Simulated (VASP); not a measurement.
Output of a VASP run:

File OUTCAR:
```
 ion  position               nearest neighbor table
   1  0.333  0.667  0.250-   2 2.90   2 2.90   2 2.90   2 2.90   2 2.90   2 2.90
   2  0.667  0.333  0.750-   1 2.90   1 2.90   1 2.90   1 2.90   1 2.90   1 2.90
  LATTYP: Found a hexagonal cell.
 ALAT       =     2.9598865023
 C/A-ratio  =     1.5855235873
 Subroutine PRICEL returns:
 Original cell was already a primitive cell.
 Subroutine GETGRP returns: Found 24 space group operations
The static configuration has the point symmetry D_3d.
 The point group associated with its full space group is D_6h.
The dynamic configuration has the point symmetry D_3d.
 Subroutine INISYM returns: Found 24 space group operations
 Subroutine IBZKPT returns following result:
 Found    120 irreducible k-points:

 Following reciprocal coordinates:
            Coordinates               Weight
  0.000000  0.000000  0.000000      1.000000
  0.071429  0.000000  0.000000      6.000000
  0.142857  0.000000  0.000000      6.000000
  0.214286 -0.000000  0.000000      6.000000
  0.285714 -0.000000  0.000000      6.000000
  0.357143 -0.000000  0.000000      6.000000
  0.428571 -0.000000  0.000000      6.000000
  0.500000  0.000000  0.000000      3.000000
  0.071429  0.071429  0.000000      6.000000
  0.142857  0.071429  0.000000     12.000000
  0.214286  0.071429  0.000000     12.000000
  0.285714  0.071429  0.000000     12.000000
  0.357143  0.071429  0.000000     12.000000
  0.428571  0.071429  0.000000     12.000000
  0.142857  0.142857  0.000000      6.000000
  0.214286  0.142857  0.000000     12.000000
  0.285714  0.142857  0.000000     12.000000
  0.357143  0.142857  0.000000     12.000000
  0.428571  0.142857  0.000000      6.000000
  0.214286  0.214286  0.000000      6.000000
  0.285714  0.214286  0.000000     12.000000
  0.357143  0.214286  0.000000     12.000000
  0.285714  0.285714  0.000000      6.000000
  0.357143  0.285714  0.000000      6.000000
  0.000000  0.000000  0.125000      2.000000
  0.071429  0.000000  0.125000     12.000000
  0.142857  0.000000  0.125000     12.000000
  0.214286 -0.000000  0.125000     12.000000
  0.285714 -0.000000  0.125000     12.000000
  0.357143 -0.000000  0.125000     12.000000
  0.428571 -0.000000  0.125000     12.000000
  0.500000  0.000000  0.125000      6.000000
  0.071429  0.071429  0.125000     12.000000
  0.142857  0.071429  0.125000     24.000000
  0.214286  0.071429  0.125000     24.000000
  0.285714  0.071429  0.125000     24.000000
  0.357143  0.071429  0.125000     24.000000
  0.428571  0.071429  0.125000     24.000000
  0.142857  0.142857  0.125000     12.000000
  0.214286  0.142857  0.125000     24.000000
   k-points           NKPTS =    120   k-points in BZ     NKDIM =    120   number of bands    NBANDS=     16
   number of dos      NEDOS =    301   number of ions     NIONS =      2
   total plane-waves  NPLWV =  20736
   dimension x,y,z NGX =    24 NGY =   24 NGZ =   36
   dimension x,y,z NGXF=    48 NGYF=   48 NGZF=   72
   ions per type =               2
   PREC   = accura    normal or accurate (medium, high low for compatibility)
   ISTART =      0    job   : 0-new  1-cont  2-samecut
   ICHARG =      2    charge: 1-file 2-atom 10-const
   ISPIN  =      1    spin polarized calculation?
   LNONCOLLINEAR =      F non collinear calculations
   LSORBIT =      F    spin-orbit coupling
   INIWAV =      1    electr: 0-lowe 1-rand  2-diag
   ENCUT  =  520.0 eV  38.22 Ry    6.18 a.u.   5.50  5.50  8.73*2*pi/ulx,y,z
   NELM   =    100;   NELMIN=  2; NELMDL= -5     # of ELM steps
   EDIFF  = 0.1E-06   stopping-criterion for ELM
   LREAL  =      F    real-space projection
   NLSPLINE    = F    spline interpolate recip. space projectors
   LMAXMIX     =    4 max onsite mixed and CHGCAR
   VOSKOWN=      0    Vosko Wilk Nusair interpolation
   EDIFFG = -.1E-01   stopping-criterion for IOM
   NSW    =     30    number of steps for IOM
...
```

File OSZICAR:
```
       N       E                     dE             d eps       ncg     rms          rms(c)
DAV:   1     0.248688015510E+03    0.24869E+03   -0.13770E+04  3856   0.187E+03
DAV:   2     0.109136781502E+02   -0.23777E+03   -0.23652E+03  3968   0.493E+02
DAV:   3    -0.164359041133E+02   -0.27350E+02   -0.27144E+02  7576   0.136E+02
DAV:   4    -0.176180198836E+02   -0.11821E+01   -0.11818E+01  3976   0.297E+01
DAV:   5    -0.176876724746E+02   -0.69653E-01   -0.69649E-01  6384   0.486E+00    0.115E+01
DAV:   6    -0.155817102281E+02    0.21060E+01   -0.82082E+00  4528   0.328E+01    0.283E+00
DAV:   7    -0.155701901257E+02    0.11520E-01   -0.74526E-01  5768   0.714E+00    0.198E+00
DAV:   8    -0.155930846651E+02   -0.22895E-01   -0.19894E-01  4480   0.604E+00    0.661E-01
DAV:   9    -0.155847349232E+02    0.83497E-02   -0.48049E-02  4672   0.252E+00    0.571E-02
DAV:  10    -0.155849723134E+02   -0.23739E-03   -0.21767E-03  6064   0.382E-01    0.783E-02
DAV:  11    -0.155850053572E+02   -0.33044E-04   -0.15159E-04  4800   0.117E-01    0.261E-02
DAV:  12    -0.155849964795E+02    0.88777E-05   -0.30222E-05  4968   0.466E-02    0.278E-03
DAV:  13    -0.155849973566E+02   -0.87710E-06   -0.51580E-07  4360   0.773E-03    0.629E-04
DAV:  14    -0.155849979589E+02   -0.60228E-06   -0.17152E-07  3392   0.298E-03    0.474E-04
DAV:  15    -0.155849979374E+02    0.21448E-07   -0.24647E-08  2512   0.168E-03
   1 F= -.15584998E+02 E0= -.15585782E+02  d E =-.155850E+02
       N       E                     dE             d eps       ncg     rms          rms(c)
DAV:   1    -0.155852142746E+02   -0.21632E-03   -0.11846E-02  4048   0.157E+00    0.102E-01
DAV:   2    -0.155850907202E+02    0.12355E-03   -0.69845E-04  3856   0.331E-01    0.532E-02
DAV:   3    -0.155850347131E+02    0.56007E-04   -0.20368E-04  5664   0.149E-01    0.616E-03
DAV:   4    -0.155850348850E+02   -0.17185E-06   -0.16931E-05  4504   0.602E-02    0.302E-03
DAV:   5    -0.155850348364E+02    0.48514E-07   -0.68198E-07  4936   0.921E-03
   2 F= -.15585035E+02 E0= -.15585823E+02  d E =-.368990E-04
```

### OUTCAR
```
------------------------ aborting loop because EDIFF is reached ----------------------------------------
  FORCE on cell =-STRESS in cart. coord.  units (eV):
  Direction    XX          YY          ZZ          XY          YZ          ZX
  --------------------------------------------------------------------------------------
  Total       -0.6965485     -0.6965485     -0.7194841      0.0000000      0.0000000     -0.0000000
  in kB      -31.3424853    -31.3424867    -32.3745144      0.0000000      0.0000000     -0.0000000
  external PRESSURE =     -31.6864955 kB  Pullay stress =       0.0000000 kB
  volume of cell :       35.61
      direct lattice vectors                 reciprocal lattice vectors
     1.480621724 -2.564512110 -0.000000000     0.337695977 -0.194968859  0.000000000
     1.480621724  2.564512110  0.000000000     0.337695977  0.194968859  0.000000000
    -0.000000000  0.000000000  4.688669725     0.000000000 -0.000000000  0.213280111
 POSITION                                       TOTAL-FORCE (eV/Angst)
 -----------------------------------------------------------------------------------
      1.48062      0.85484      1.17217         0.000000      0.000000      0.000000
      1.48062     -0.85484      3.51650        -0.000000     -0.000000     -0.000000
 -----------------------------------------------------------------------------------
    total drift:                                0.000187      0.001066     -0.000018
  FREE ENERGIE OF THE ION-ELECTRON SYSTEM (eV)
  ---------------------------------------------------
  free  energy   TOTEN  =       -15.5850348364 eV

  energy  without entropy=      -15.5873993448  energy(sigma->0) =      -15.58582301

 reached required accuracy - stopping structural energy minimisation
```
(Selected blocks of OUTCAR.)

### POSCAR
```
Ti
1
    1.4799432259    -2.5633369179     0.0000000000
    1.4799432259     2.5633369179     0.0000000000
    0.0000000000     0.0000000000     4.6929698651
Ti
2
Direct
  0.3333330000   0.6666670000   0.2500000000
  0.6666670000   0.3333330000   0.7500000000
```

Task: Write an INCAR and KPOINTS that could have produced this output.

Result: This is not unique; one that fits is the input of the run itself, PW91 GGA, plane waves, VASP's PBE PAW potentials (set 64).

INCAR:
```
# general
SYSTEM =Ti
PREC   =Accurate
ENCUT  =520
LREAL  =F
LASPH  =T

# electronic loop
EDIFF  =1E-7
NELM   =100
ALGO   =Normal
LMAXMIX=4

# smearing
ISMEAR =1
SIGMA  =0.1

# functional
GGA    =91

# ions
IBRION =2
NSW    =30
ISIF   =4
EDIFFG =-0.01

# output
LWAVE  =F
LCHARG =F
```

File KPOINTS:
```
Automatic mesh
0
Gamma
14 14 8
0 0 0
```

POTCAR, in this order: Ti_sv (PBE.64 set). Program: vasp_std.

The compound is Ti in the hcp structure. This cell is one point of a volume scan, at 1.03 of the reference volume. Symmetry was kept, so distortions that lower it aren't found.
